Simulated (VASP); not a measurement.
## Zr: relaxation of cell and atoms with LDA

Zr:

```
Zr
1.0
     3.14908    0.00000    0.00000
    -1.57454    2.72718    0.00000
     0.00000    0.00000    5.08064
Zr
2
Direct
  0.33333 0.66667 0.25000
  0.66667 0.33333 0.75000
```

- Program: VASP 6.6.1
- Task: relaxation of cell and atoms
- Functional: LDA
- Potentials or basis: VASP PAW LDA potentials, release 64 (Zr_sv)
- Cutoff: 600 eV
- k mesh: 15 × 15 × 7
- Occupations: methfessel-paxton, width 0.1 eV
- Spin: no spin polarisation
- Further INCAR settings: ALGO = Normal; EDIFF = 1e-07; IBRION = 2; EDIFFG = -0.005; NSW = 90; ISIF = 3

```
Relaxed volume                         : 21.83 Å³/atom
Relaxed cell                           : a = 3.149 Å, b = 3.149 Å, c = 5.082 Å, α = 90.00°, β = 90.00°, γ = 120.00°
Space group after relaxing (to 0.05 Å) : P6_3/mmc (No. 194)
Energy gained by relaxing              : 0.0 meV/atom
Ionic steps                            : 2
Pressure after relaxing                : 0.0 GPa
Band gap on the k mesh                 : none (metal or under the smearing width)
```

Final structure:
```
Zr
1.0
     3.14928    0.00000    0.00000
    -1.57464    2.72735    0.00000
     0.00000    0.00000    5.08223
Zr
2
Direct
  0.33333 0.66667 0.25000
  0.66667 0.33333 0.75000
```

Levels at points of the mesh, in eV from the Fermi level:
```csv
k point,band 8,band 9,band 10,band 11,band 12,band 13,band 14,band 15,band 16
"(0.00, 0.00, 0.00)",-26.00,-5.74,-3.23,0.85,0.85,0.88,1.40,1.57,1.57
```

Wall time 53 s on 1 thread of Intel(R) Xeon(R) 6975P-C (Granite Rapids), with other jobs on the host, peak memory 0.2 GiB.
